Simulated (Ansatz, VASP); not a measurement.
**Al: VASP beside Ansatz**

Wanted: the spread between two codes on one cell, functional and k mesh.

Calculated with Ansatz 0.2.0; plane waves, with VASP 6.6.1 beside it; single point at PBEsol.

## Step 1: Starting point

The structure is cubic, space group Fm-3m (No. 225). Conventional cell: a = 4.016 Å, b = 4.016 Å, c = 4.016 Å, α = 90.00°, β = 90.00°, γ = 90.00°. Nearest to Al lie 12 Al at 2.84 Å.

## Step 2: VASP: single point, PBEsol

With cell and atoms fixed, the geometry can't cause a difference; cores, projectors, grids and the points listed under the comparison can.

Lines of VASP's logs that name or quote its potential files are left out, and so is its time.

INCAR

```
SYSTEM = Al
PREC = Accurate
ENCUT = 450
EDIFF = 1E-08
NELM = 100
ISMEAR = -1
SIGMA = 0.2
LREAL = .FALSE.
ALGO = Normal
GGA = PS
NBANDS = 9
LORBIT = 11
LWAVE = .FALSE.
LCHARG = .FALSE.
KPAR = 2
ISIF = 2
```

POSCAR

```
Al
1.0
    0.0000000000      2.0080347440      2.0080347440
    2.0080347440      0.0000000000      2.0080347440
    2.0080347440      2.0080347440      0.0000000000
Al
1
Direct
    0.0000000000      0.0000000000      0.0000000000
```

KPOINTS

```
Automatic mesh
0
Gamma
32 32 32
0 0 0
```

The projector-augmented-wave data sets are Al (PBE family, release 64).

Run with:

```bash
> mpirun -np 2 vasp_std
```

Numbers of over 12 decimals in the logs are rounded to 6 here.

What it wrote:

```text
[banner, memory and clock lines left out]
running    2 mpi-ranks, on    1 nodes
 distrk:  each k-point on    1 cores,    2 groups
 distr:  one band on    1 cores,    1 groups

 POSCAR found type information on POSCAR Al
 POSCAR found :  1 types and       1 ions
|                                                                             |
|               ----> ADVICE to this user running VASP <----                  |
|                                                                             |
|     You enforced a specific xc type in the INCAR file but a different       |
|     [... a line on the potential file left out ...]
|     I HOPE YOU KNOW WHAT YOU ARE DOING!                                     |
|                                                                             |

 LDA part: xc-table for (Slater+PW92), standard interpolation
 POSCAR, INCAR and KPOINTS ok, starting setup
 FFT: planning ... GRIDC
 FFT: planning ... GRID_SOFT
 FFT: planning ... GRID
 WAVECAR not read
 entering main loop
       N       E                     dE             d eps       ncg     rms          rms(c)
DAV:   1    -0.225609898258E+01   -0.22561E+01   -0.79259E+02 16323   0.158E+02
DAV:   2    -0.412460389166E+01   -0.18685E+01   -0.18095E+01 22775   0.247E+01
DAV:   3    -0.414712215512E+01   -0.22518E-01   -0.22443E-01 19981   0.203E+00
DAV:   4    -0.414719489126E+01   -0.72736E-04   -0.72732E-04 21978   0.120E-01
DAV:   5    -0.414719514129E+01   -0.25003E-06   -0.24915E-06 19548   0.535E-03    0.142E+00
DAV:   6    -0.413005501484E+01    0.17140E-01   -0.20499E-03 19389   0.170E-01    0.810E-01
DAV:   7    -0.411847155107E+01    0.11583E-01   -0.56378E-03 19183   0.271E-01    0.171E-01
DAV:   8    -0.411845717929E+01    0.14372E-04   -0.28138E-05 20654   0.311E-02    0.107E-02
DAV:   9    -0.411845643767E+01    0.74162E-06   -0.42259E-07 20273   0.275E-03    0.120E-03
DAV:  10    -0.411845615886E+01    0.27881E-06   -0.43889E-09 20935   0.363E-04    0.707E-04
DAV:  11    -0.411845616818E+01   -0.93158E-08   -0.46421E-11 12672   0.375E-05
   1 F= -.41184562E+01 E0= -.40923416E+01  d E =-.522291E-01
```

From OUTCAR (step 2):

```text
ion  position               nearest neighbor table
   1  0.000  0.000  0.000-

  LATTYP: Found a face centered cubic cell.
 ALAT       =     4.0160694880

 Subroutine GETGRP returns: Found 48 space group operations
 (whereof 48 operations were pure point group operations)

The static configuration has the point symmetry O_h .

 Found    897 irreducible k-points:

   k-points           NKPTS =    897   k-points in BZ     NKDIM =    897   number of bands    NBANDS=      9

   dimension x,y,z NGX =    20 NGY =   20 NGZ =   20
   dimension x,y,z NGXF=    40 NGYF=   40 NGZF=   40

   ENCUT  =  450.0 eV  33.07 Ry    5.75 a.u.   4.91  4.91  4.91*2*pi/ulx,y,z

   NELECT =       3.0000    total number of electrons

 k-points in reciprocal lattice and weights: Automatic mesh
   0.00000000  0.00000000  0.00000000       0.000
   0.03125000  0.00000000  0.00000000       0.000
   0.06250000  0.00000000  0.00000000       0.000
   0.09375000  0.00000000  0.00000000       0.000
   0.12500000  0.00000000  0.00000000       0.000
   0.15625000  0.00000000  0.00000000       0.000
   0.18750000  0.00000000  0.00000000       0.000
   0.21875000  0.00000000  0.00000000       0.000
   0.25000000  0.00000000  0.00000000       0.000
[...]
-0.28125000  0.50000000  0.21875000       0.000
  -0.25000000  0.50000000  0.25000000       0.000

 average (electrostatic) potential at core
       1 -72.0947

 E-fermi :   8.1444

 k-point     1 :       0.0000    0.0000    0.0000
  band No.  band energies     occupation
      1      -3.1134      2.00000
      2      20.8457      0.00000
      3      20.8457      0.00000
      4      20.8457      0.00000
      5      22.4795      0.00000
      6      22.4795      0.00000
    ...

 k-point     2 :       0.0312    0.0000    0.0000
  band No.  band energies     occupation
      1      -3.0865      2.00000
      2      20.2224      0.00000
      3      20.7374      0.00000
      4      20.7374      0.00000
      5      22.6302      0.00000
      6      22.6302      0.00000
    ...

 k-point     3 :       0.0625    0.0000    0.0000
  band No.  band energies     occupation
      1      -3.0059      2.00000
      2      19.0739      0.00000
      3      20.4912      0.00000
      4      20.4912      0.00000
      5      23.0020      0.00000
      6      23.0020      0.00000
    ...

  Total        0.0167178      0.0167178      0.0167178      0.0000000      0.0000000      0.0000000
  in kB        1.6540417      1.6540417      1.6540417      0.0000000      0.0000000      0.0000000
  external PRESSURE =       1.6540417 kB  Pullay stress =       0.0000000 kB

  energy-cutoff  :      450.00
  volume of cell :       16.19
      direct lattice vectors                 reciprocal lattice vectors
     0.000000000  2.008034744  2.008034744    -0.248999676  0.248999676  0.248999676
     2.008034744  0.000000000  2.008034744     0.248999676 -0.248999676  0.248999676
     2.008034744  2.008034744  0.000000000     0.248999676  0.248999676 -0.248999676

 POSITION                                       TOTAL-FORCE (eV/Angst)
 -----------------------------------------------------------------------------------
      0.00000      0.00000      0.00000         0.000000      0.000000      0.000000
 -----------------------------------------------------------------------------------
    total drift:                                0.000000      0.000000     -0.000000

  FREE ENERGIE OF THE ION-ELECTRON SYSTEM (eV)
  ---------------------------------------------------
  free  energy   TOTEN  =        -4.1184561682 eV

  energy  without entropy=       -4.0662270738  energy(sigma->0) =       -4.09234162

 total charge
# of ion       s       p       d       tot
------------------------------------------
    1        0.428   0.346   0.000   0.775

[... 3 further parts left out ...]
```

This run has no spin polarisation. Its electron count is odd, so without a moment it is a metal by construction.

## Step 3: Ansatz: single point, PBEsol

Ansatz runs on its default PAW (the set named soft_2) files.

The same cell, functional, mesh and smearing now go to Ansatz, which takes its cutoff from its data sets.

input.yaml

```yaml
crystal:
  lattice:
    - [0.0, 2.008034744, 2.008034744]
    - [2.008034744, 0.0, 2.008034744]
    - [2.008034744, 2.008034744, 0.0]
  atoms:
    - { symbol: Al, position: [0.0, 0.0, 0.0] }
hamiltonian:
  xc: pbesol
  pseudopotentials: { kind: paw }
kpoints:
  mp_grid: { grid: [32, 32, 32] }
scf:
  occupations: { method: fermi_dirac, width: 0.2 }
  n_extra_bands: 4
output:
  forces: true
  stress: true
  eigenvalues: true
  write_density: true
  write_potential: true
  elf: true
  volumetric_format: npy
```

Run with:

```bash
> ansatz run input.yaml --threads 2 --pin off --max-ram 4608MiB --backend cpu --events-out ev --progress --plain --runs-dir out
```

What it wrote:

```text
scf.n_extra_bands = 4 over 2 filled bands (N_el = 3.0): the run solves 6 bands
Engine: ansatz 0.2.0, x86_64-unknown-linux-gnu
Pseudopotentials: kind: paw
Pseudopotential: Al, paw, valence charge 3, recommended cutoff 420 eV (normal), Al.paw.azcp
Functional definition: PBEsol
  exchange = pbesol_x
  correlation = pbesol_c
Crystal: 1 atoms, lattice volume = 16.194 Å³
Basis set: ecut = 420 eV, 331 PW (Γ), exchange–correlation on 40×40×40 points (8 copies of the dense FFT grid, shifted against one another)
Bands: 6, of which v1, the nominal top of the filled ones, is band 2 counted from 1 (1 counted from 0)
Symmetry: 48 space group operations
Space group: Fm-3m (ITA 225), of the structure as read, at distance tolerance 2.5e-5 Å
k-points: 897 of 32768
Non-local potential: Al, projectors of the file, l = 0: 2, l = 1: 2, l = 2: 1
PAW form: soft (Blöchl's): semilocal exchange-correlation on the pseudo side does not see the compensation charge
PAW frozen core: Al, regenerated for the run's functional, and the local potential with it (the file was generated under x = pbe(κ = 0.804, μ = 0.219515), c = pbe(β = 0.066725))
PAW one-centre angular grid: Al, 110 points (default); XC on 64 Gauss nodes
Initial density: superposition of atomic densities (neutral atoms: chi_scale 0, normalization atom), corrected by the library's trained network
Initial wavefunctions: pseudopotential atomic-orbital guess
Functional: x = pbesol(κ = 0.804, μ = 0.123457), c = pbesol(β = 0.046)
SCF iter   1: F=—  HF=-524.574662 eV  |F-HF|=—  |Δ(HF+E_count)|=         —  Δρ=7.46e-4  dr2=4.18e-5  ethr=1.77e-3  ⟨swp⟩=4.6  Hψ=44163  notcnv=0
preconditioner: auto → none  [metal: Δε(μ)=0.013 eV  Ē_g=13.340 eV  σ=0.200 eV  W_gap=0.02  n_scr=0 (ndim 8)  ℏωp=16.0 eV  f_vac=0.000  D(μ)=0.40/eV (n_scr^D=0)]
SCF iter   2: F=—  HF=-524.574682 eV  |F-HF|=—  |Δ(HF+E_count)|=   2.00e-5  Δρ=3.76e-4  dr2=1.05e-5  ethr=1.39e-6  ⟨swp⟩=1.9  Hψ=13383  notcnv=0
iter 3 did not close the SCF: its close was put off for the readings that it lacked (scf_convergence_deferred on its scf_iter line)
SCF iter   3: F=-524.574687 eV  HF=-524.574687 eV  |F-HF|=1.75e-8  |Δ(HF+E_count)|=   5.17e-6  Δρ=1.74e-5  dr2=5.25e-8  ethr=3.49e-7  ⟨swp⟩=1.0  Hψ=5290  notcnv=0
iter 4 did not close the SCF: its close was put off for the readings that it lacked (scf_convergence_deferred on its scf_iter line)
SCF iter   4: F=-524.574687 eV  HF=-524.574687 eV  |F-HF|=1.97e-9  |Δ(HF+E_count)|=   1.51e-8  Δρ=6.50e-6  dr2=6.93e-9  ethr=1.75e-9  ⟨swp⟩=1.0  Hψ=5340  notcnv=0
iter 5 did not close the SCF: its close was put off for the readings that it lacked (scf_convergence_deferred on its scf_iter line)
SCF iter   5: F=-524.574687 eV  HF=-524.574687 eV  |F-HF|=3.48e-11  |Δ(HF+E_count)|=   1.77e-9  Δρ=6.37e-7  dr2=7.64e-11  ethr=2.31e-10  ⟨swp⟩=1.0  Hψ=5290  notcnv=0
SCF iter   6: F=-524.574687 eV  HF=-524.574687 eV  |F-HF|=2.84e-12  |Δ(HF+E_count)|=  2.97e-11  Δρ=1.95e-7  dr2=6.49e-12  ethr=2.55e-12  ⟨swp⟩=3.3  Hψ=18591  notcnv=0
SCF 1 converged in 6 iterations: F = -524.574687 eV  dr2 = 6.49e-12
  greatest PAW one-centre occupation: 0.449 electrons in one spin orbital (limit 2), on the Al atom at site 0 (counted from 0), in its partial waves of l = 0
SCF converged after 6 iterations
Free energy (F): -524.574687 eV
Harris-Foulkes:  -524.574687 eV  (|F-HF|=2.84e-12)
Internal energy: -524.522380 eV  (E = F + TS)
E sigma→0 (E₀):  -524.548533 eV
Entropy (-TS):   -0.052307 eV (-52.307 meV/atom)
Fermi energy:    8.077442 eV
--- Per-component energies (eV) ---
  E_band       = 10.851145
  E_kinetic    = 23.135021
  E_local      = 10.051862  (includes V_loc(G=0)·N_el)
  E_nonlocal   = 10.397268
  E_hartree    = 0.106361
  E_xc         = -39.519506
  E_vxc        = -29.307473  (∫ρ·V_xc dr)
  E_paw        = -454.736774  (= ΣΔE_a)
  E_vpaw       = -3.638255  (= ΣTr[D̂ρ^β])
  E_aug_tail   = -0.000003  (compensation charges beyond the density's cutoff)
  E_ewald      = -73.975749
  E_core_change = 0.019139  (= ΣΔE_core)
  E_smearing   = -0.052307  (= −TS)
  E_closure    = 0.000000  (closes the sum)
  Σ components = -524.574687   (vs F -524.574687, Δ=0.00e0)
--- Forces (eV/Å), atoms counted from 1 ---
  atom   1  Al     0.00000000     0.00000000    -0.00000000
  max |Σ_I F_I| component: 1.75e-32 eV/Å
--- Stress (GPa, compression-positive) ---
        0.112295      -0.000000       0.000000
       -0.000000       0.112295       0.000000
       -0.000000       0.000000       0.112295
  P = ⅓ Tr σ = 0.1123 GPa (1.123 kbar)
--- Band table (eV; the first three rows and the last of 897) ---
  k-point 0: bands = ["-3.1716", "20.6951", "20.6951", "20.6951", "22.4017", "22.4017"]
  k-point 1: bands = ["-3.1448", "20.0938", "20.5937", "20.5937", "22.5449", "22.5449"]
  k-point 2: bands = ["-3.0642", "18.9647", "20.3591", "20.3591", "22.9031", "22.9031"]
  k-point 896: bands = ["7.2142", "7.2142", "8.2025", "9.2882", "23.9838", "23.9838"]
```

It took 3.4 s on 2 threads of Intel Xeon at 2.60GHz (Ice Lake), shared host; peak memory 0.44 GiB; 6.4 s of CPU time.

Reading the cycles: dr2 is the Hartree energy of the density residual (eV), the measure of convergence; HF is the Harris–Foulkes estimate of the energy, which meets the free energy F at convergence.

The run ends at a pressure of 0.11 GPa.

## Step 4: Side by side

Known differences besides the potentials themselves: the cutoff is 420 eV in Ansatz and 450 eV in VASP; Ansatz makes its cores anew for this functional, VASP keeps those of its PBE data sets; VASP leaves aspherical gradient terms in its spheres out (LASPH is not set), Ansatz keeps them. Total energies have different zeros and are not compared.

Both answers:

| quantity | Ansatz | VASP | difference |
| --- | --- | --- | --- |
| pressure (GPa) | 0.11 | 0.17 | -0.05 |
| pressure without Ansatz's Pulay correction (GPa) | 0.04 | 0.17 | -0.12 |

Ansatz's pressure holds a Pulay correction of 0.07 GPa; VASP's holds none.

## Step 5: Results

* difference in pressure (single point, PBEsol): -0.053 GPa

The difference in pressure is -0.053 GPa (single point, PBEsol), within the 1 GPa picked in this series as the mark of a large difference. How closely two codes agree says nothing of how well the functional describes the real material.

[Lines on the potential files, build, host, timing and source positions are cut from VASP's logs without a mark.]

[Logs are printed without paths, hosts, clocks, repeated set-up lines and the standing remarks that a program may print on its own settings, such as how far it seeks lower states.]

[Hosts, paths, dates, database ids (printed as entryN), source tags and the programs' standing remarks are cut or masked in the printed files.]
